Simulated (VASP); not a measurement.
# ZrSi7O16 (a cell with a defect) in VASP: electric field gradients with PBE

Aim: the electric field gradients of ZrSi7O16 (a cell with a defect) with PBE.

Everything below comes from runs of VASP 6.6.1. Logs are shortened: lines on timing, memory, paths and dates and some standing lists are left out, and cuts for length are marked.

### 1 The crystal as given

The cell holds a defect, 24 atoms: a = 8.544 Å, b = 8.544 Å, c = 7.061 Å, α = 65.60°, β = 65.60°, γ = 48.81°.

### 2 Electric field gradients, PBE

Contents of INCAR:

```
PREC = Accurate
ENCUT = 520
EDIFF = 1E-8
ISMEAR = -1
SIGMA = 0.01
LREAL = Auto
LASPH = T
NELM = 80
ALGO = Fast
ISIF = 2
LWAVE = F
LCHARG = F
GGA = PE
LEFG = T
NBANDS = 86
```

Contents of KPOINTS:

```
Automatic mesh
0
Gamma
  3 3 3
```

Contents of POSCAR:

```
ZrSi7O16
1.0
    0.0000000000      4.9926472100      6.9339264200
    4.9926472100      0.0000000000      6.9339264200
    4.9926472100      4.9926472100      0.0000000000
Zr Si O
1 7 16
Direct
    0.2500000000      0.2500000000      0.4486584000
    0.7500000000      0.7500000000      0.9486584000
    0.0736584000      0.6763416000      0.1250000000
    0.5736584000      0.1763416000      0.6250000000
    0.4263416000      0.8236584000      0.3750000000
    0.9263416000      0.3236584000      0.8750000000
    0.0000000000      0.0000000000      0.3013416000
    0.5000000000      0.5000000000      0.8013416000
    0.0939631750      0.2261453150      0.6674232750
    0.5939631750      0.7261453150      0.1674232750
    0.4761453150      0.3439631750      0.7624682350
    0.9761453150      0.8439631750      0.2624682350
    0.4060368250      0.2738546850      0.4875317650
    0.9060368250      0.7738546850      0.9875317650
    0.2075767250      0.8625317650      0.3988546850
    0.7075767250      0.3625317650      0.8988546850
    0.0238546850      0.1560368250      0.0825767250
    0.5238546850      0.6560368250      0.5825767250
    0.3874682350      0.0424232750      0.3511453150
    0.8874682350      0.5424232750      0.8511453150
    0.2924232750      0.6374682350      0.9689631750
    0.7924232750      0.1374682350      0.4689631750
    0.1125317650      0.4575767250      0.2810368250
    0.6125317650      0.9575767250      0.7810368250
```

Potentials or basis: VASP PAW PBE potentials, release 64 (Zr_sv, Si, O).

Run with:

```console
cat potpaw_PBE.64/Zr_sv/POTCAR potpaw_PBE.64/Si/POTCAR potpaw_PBE.64/O/POTCAR > POTCAR
mpirun -np 1 vasp_std > vasp.out
```

OUTCAR:

```text
PREC = Accurate
   ENCUT = 520
   EDIFF = 1E-8
   ISMEAR = -1
   LREAL = Auto
   LASPH = T
   NELM = 80
   ISIF = 2
   GGA = PE

 ion  position               nearest neighbor table
   1  0.250  0.250  0.449-  23 1.61  19 1.61   9 1.61  13 1.61   3 3.08   4 3.08   5 3.08   6 3.08

   2  0.750  0.750  0.949-  24 1.61  20 1.61  10 1.61  14 1.61   3 3.08   4 3.08   5 3.08   6 3.08

   3  0.074  0.676  0.125-  12 1.61  14 1.61  21 1.61  23 1.61   1 3.08   2 3.08   7 3.08   8 3.08
[... 13 lines left out ...]
  11  0.476  0.344  0.762-   4 1.61   8 1.61
  12  0.976  0.844  0.262-   3 1.61   7 1.61
  13  0.406  0.274  0.488-   4 1.61   1 1.61
  14  0.906  0.774  0.988-   3 1.61   2 1.61
[... 8 lines left out ...]
  23  0.113  0.458  0.281-   1 1.61   3 1.61
  24  0.613  0.958  0.781-   2 1.61   4 1.61

  LATTYP: Found a body centered tetragonal cell.
 ALAT       =     7.0606693965
 C/A-ratio  =     1.9640988781

  Lattice vectors:

 A1 = (  -4.9926472100,   0.0000000000,   6.9339264200)
 A2 = (   4.9926472100,   0.0000000000,   6.9339264200)
 A3 = (   0.0000000000,   4.9926472100,  -6.9339264200)

Analysis of symmetry for initial positions (statically):
=====================================================================
 Subroutine PRICEL returns:
 Original cell was already a primitive cell.

 Routine SETGRP: Setting up the symmetry group for a
 body centered tetragonal supercell.

 Subroutine GETGRP returns: Found  2 space group operations
 (whereof  1 operations were pure point group operations)
 out of a pool of 16 trial point group operations.

The static configuration has the point symmetry C_1 .
 The point group associated with its full space group is C_2 .

Analysis of symmetry for dynamics (positions and initial velocities):
=====================================================================
 Subroutine PRICEL returns:
 Original cell was already a primitive cell.

 Routine SETGRP: Setting up the symmetry group for a
 body centered tetragonal supercell.

 Subroutine GETGRP returns: Found  2 space group operations
 (whereof  1 operations were pure point group operations)
[... 1016 lines left out ...]
     80      10.0378      0.00000
 [bands above 80 left out]

------------------------ aborting loop because EDIFF is reached ----------------------------------------

  FORCE on cell =-STRESS in cart. coord.  units (eV):
  Direction    XX          YY          ZZ          XY          YZ          ZX
  --------------------------------------------------------------------------------------
  -------------------------------------------------------------------------------------
  Total       57.1940739     57.1940739     58.3372331      0.0135554     -0.3511078      0.3511105
  in kB      265.0883441    265.0883441    270.3867631      0.0628276     -1.6273465      1.6273591
  external PRESSURE =     266.8544837 kB  Pullay stress =       0.0000000 kB

 VOLUME and BASIS-vectors are now :
 -----------------------------------------------------------------------------
  energy-cutoff  :      520.00
  volume of cell :      345.68
      direct lattice vectors                 reciprocal lattice vectors
     0.000000000  4.992647210  6.933926420    -0.100147272  0.100147272  0.072109216
     4.992647210  0.000000000  6.933926420     0.100147272 -0.100147272  0.072109216
     4.992647210  4.992647210  0.000000000     0.100147272  0.100147272 -0.072109216

 POSITION                                       TOTAL-FORCE (eV/Angst)
 -----------------------------------------------------------------------------------
      3.48815      3.48815      3.46696         0.199052      0.199052      0.000000
      8.48080      8.48080     10.40089         0.208494      0.208494      0.000000
      4.00082      0.99183      5.20044        -0.028832     -0.533335     -0.141643
      4.00082      5.98448      5.20044         0.095078      0.083988      0.597374
      5.98448      4.00082      8.66741        -0.533335     -0.028832      0.141643
      5.98448      8.99346      8.66741         0.083988      0.095078     -0.597374
[... 16 lines left out ...]
      3.68764      1.96495      3.95309         2.619861    -19.280850      6.347172
      8.68028      6.95760     10.88702        -0.056615     -0.289695     -0.291732
 -----------------------------------------------------------------------------------
    total drift:                                0.001101      0.001122     -0.000033

  FREE ENERGIE OF THE ION-ELECTRON SYSTEM (eV)
  ---------------------------------------------------
  free  energy   TOTEN  =      -182.2118583782 eV

  energy  without entropy=     -182.2118583782  energy(sigma->0) =     -182.21185838

 Electric field gradients (V/A^2)
---------------------------------------------------------------------
 ion       V_xx      V_yy      V_zz      V_xy      V_xz      V_yz
---------------------------------------------------------------------
   1       3.594     3.594    -7.188    -0.135     1.087    -1.087
   2      -0.157    -0.157     0.314    -0.013    -2.237     2.237
   3       4.117     3.274    -7.391     0.334    -5.418     1.389
   4       3.988   -10.498     6.510    -1.047    -2.371    -1.554
   5       3.274     4.117    -7.391     0.335    -1.390     5.418
   6     -10.498     3.988     6.510    -1.046     1.553     2.371
[... 16 lines left out ...]
  23     -16.837   -10.392    27.229    -7.557    10.735   -31.480
  24     -47.396    45.627     1.769   -18.646    14.278   -56.486
---------------------------------------------------------------------

 Electric field gradients after diagonalization (V/A^2)
 (convention: |V_zz| > |V_xx| > |V_yy|)
----------------------------------------------------------------------
 ion       V_xx      V_yy      V_zz     asymmetry (V_yy - V_xx)/ V_zz
----------------------------------------------------------------------
   1       3.941     3.459    -7.400       0.065
   2      -3.087    -0.170     3.257       0.895
   3       6.281     3.414    -9.695       0.296
   4       7.970     2.778   -10.748       0.483
   5       6.280     3.414    -9.694       0.296
   6       7.970     2.778   -10.748       0.483
[... 16 lines left out ...]
  23     -28.430   -19.306    47.736       0.191
  24     -51.551   -36.792    88.343       0.167
----------------------------------------------------------------------

           NMR quadrupolar parameters

 Cq : quadrupolar parameter    Cq=e*Q*V_zz/h
 eta: asymmetry parameters     (V_yy - V_xx)/ V_zz
 Q  : nuclear electric quadrupole moment in mb (millibarn)
----------------------------------------------------------------------
 ion       Cq(MHz)       eta       Q (mb)
----------------------------------------------------------------------
   1      -0.018       0.065       1.000
   2       0.008       0.895       1.000
   3      -0.023       0.296       1.000
   4      -0.026       0.483       1.000
   5      -0.023       0.296       1.000
   6      -0.026       0.483       1.000
[... 16 lines left out ...]
  23       0.115       0.191       1.000
  24       0.214       0.167       1.000
----------------------------------------------------------------------
```

OSZICAR:

```text
N       E                     dE             d eps       ncg     rms          rms(c)
DAV:   1     0.106952946671E+04    0.10695E+04   -0.71834E+04  1728   0.147E+03
DAV:   2    -0.119912470404E+03   -0.11894E+04   -0.11635E+04  2108   0.363E+02
DAV:   3    -0.207921555690E+03   -0.88009E+02   -0.87691E+02  2168   0.105E+02
[... 15 lines left out ...]
RMM:  19    -0.182211858547E+03    0.18379E-06   -0.81936E-07  2997   0.320E-03    0.120E-02
RMM:  20    -0.182211858428E+03    0.11896E-06   -0.33866E-07  2953   0.208E-03    0.793E-03
RMM:  21    -0.182211858400E+03    0.28191E-07   -0.14752E-07  2744   0.116E-03    0.415E-03
RMM:  22    -0.182211858383E+03    0.16931E-07   -0.47568E-08  1913   0.636E-04    0.229E-03
RMM:  23    -0.182211858378E+03    0.49113E-08   -0.27815E-08  1521   0.487E-04
   1 F= -.18221186E+03 E0= -.18221186E+03  d E =-.134161E-10
```

stdout:

```text
POSCAR found type information on POSCAR ZrSiO
 POSCAR found :  3 types and      24 ions
 scaLAPACK will be used
 LDA part: xc-table for (Slater+PW92), standard interpolation
 POSCAR, INCAR and KPOINTS ok, starting setup
 FFT: planning ... GRIDC
 FFT: planning ... GRID_SOFT
[... 98 lines left out ...]
 num prob  num prob RMM:  23    -0.182211858378E+03    0.49113E-08   -0.27815E-08  1521   0.487E-04
ion   1

ion   2

ion   3
     0.0000353    -0.0002118     0.0652365     0.4978215     0.2910530    -0.0250124
     0.0000487    -0.0002118     0.0652365     0.4978215     0.2910530    -0.0250124
     0.0000670    -0.0002118     0.0652365     0.4978215     0.2910530    -0.0250124
     0.0000923    -0.0002118     0.0652365     0.4978215     0.2910530    -0.0250124

     0.0000353    -0.3358492    -1.2288362     5.5499003     4.5975774    -0.5709576
```

It took 31 min on 1 thread of Intel Xeon Platinum 8488C (Sapphire Rapids), shared host; peak memory 0.58 GiB.

What came out:

```
Free energy            : -182.2119 eV
Pressure               : 26.7 GPa
Largest force          : 20.467 eV/Å
Band gap on the k mesh : 5.47 eV, indirect (least direct gap 5.58 eV)
```

Forces on the atoms (eV/Å):
```
Zr    0.199   0.199   0.000
Si    0.208   0.208   0.000
Si   -0.029  -0.533  -0.142
Si    0.095   0.084   0.597
Si   -0.533  -0.029   0.142
Si    0.084   0.095  -0.597
Si    0.039  -0.071   0.019
Si   -0.071   0.039  -0.019
O    12.454   3.974 -15.590
O    -0.522   0.001  -0.295
O     0.339   0.106  -0.218
O     0.208   0.025  -0.217
O     3.974  12.454  15.590
O     0.001  -0.522   0.295
O     0.074   0.160  -0.266
O     0.189   0.009  -0.354
O     0.106   0.339   0.218
O     0.025   0.208   0.217
O   -19.281   2.620  -6.347
O    -0.290  -0.057   0.292
O     0.160   0.074   0.266
O     0.009   0.189   0.354
O     2.620 -19.281   6.347
O    -0.057  -0.290  -0.292
```

Stress tensor (GPa, compression positive):
```
26.51  0.01  0.16
 0.01 26.51 -0.16
 0.16 -0.16 27.04
```

Electric field gradients, principal values (V/Å²):
```csv
atom,Vxx,Vyy,Vzz
1 Zr,3.459,3.941,-7.400
2 Si,-0.170,-3.087,3.257
3 Si,3.414,6.281,-9.695
4 Si,2.778,7.970,-10.748
5 Si,3.414,6.280,-9.694
6 Si,2.778,7.970,-10.748
7 Si,-0.161,-3.715,3.877
8 Si,-0.161,-3.715,3.877
9 O,-19.203,-27.802,47.005
10 O,-39.979,-48.857,88.836
11 O,-36.450,-51.440,87.890
12 O,-37.163,-50.247,87.411
13 O,-19.206,-27.800,47.006
14 O,-39.984,-48.857,88.841
15 O,-37.550,-50.369,87.919
16 O,-35.504,-51.966,87.469
17 O,-36.446,-51.439,87.885
18 O,-37.159,-50.246,87.405
19 O,-19.304,-28.434,47.738
20 O,-36.797,-51.549,88.346
21 O,-37.546,-50.370,87.916
22 O,-35.499,-51.967,87.466
23 O,-19.306,-28.430,47.736
24 O,-36.792,-51.551,88.343
```

Caveat: so large a pressure means that the cell lies far from this level's equilibrium, or that cutoff or potentials fall short.
